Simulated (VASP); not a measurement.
Energy against volume of Cu (fcc). Computed with PW91 GGA, VASP's PBE PAW potentials (set 64) (plane waves; VASP). Numerical set-up: 520 eV cut-off, 17×17×17 Γ-centred mesh, first-order Methfessel-Paxton smearing of 0.10 eV, potentials Cu.

```json
[
 {"V (Å³/atom)": "11.658", "E (eV/atom)": "-3.72351"},
 {"V (Å³/atom)": "12.018", "E (eV/atom)": "-3.72815"},
 {"V (Å³/atom)": "12.379", "E (eV/atom)": "-3.72336"},
 {"V (Å³/atom)": "12.739", "E (eV/atom)": "-3.71085"}
]
```

Fit these four points and predict the energy of the run at 11.297 Å³/atom.

A cubic in V^(−2/3), the third-order Birch-Murnaghan form, passes through the four points with V0 = 12.00 Å³/atom and B0 = 140 GPa, and gives -3.7074 eV/atom there. The run gave -3.7076 eV/atom, -0.2 meV/atom from the fit; all five points give B0 = 139 GPa.

The compound is Cu in the fcc structure. It was relaxed first.
